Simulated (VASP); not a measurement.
OSZICAR of a VASP run on Bi2Te3:

**OSZICAR**
```
       N       E                     dE             d eps       ncg     rms          rms(c)
DAV:   1    -0.201190822379E+02   -0.20119E+02   -0.52953E-03  1064   0.967E-01    0.106E-02
DAV:   2    -0.201190789669E+02    0.32710E-05   -0.11873E-05  1384   0.351E-02    0.529E-03
DAV:   3    -0.201190786846E+02    0.28232E-06   -0.16479E-06   816   0.701E-03    0.418E-03
DAV:   4    -0.201190794309E+02   -0.74631E-06   -0.17690E-07   576   0.413E-03
   1 F= -.20119079E+02 E0= -.20119079E+02  d E =-.435066E-15
```

Problem. Which electronic solver shows in the log?

Solution. It is blocked Davidson (ALGO = Normal, or the opening steps of other solvers). The INCAR had ALGO = Normal.

Problem. Can the final energy be trusted as converged?

Solution. The run converged. It stopped with EDIFF = 1E-6, NELM = 100 (PBEsol GGA, plane waves, VASP's PBE PAW potentials (set 64)).

The cell is a sheet with vacuum, built from Bi2Te3 (tetradymite).
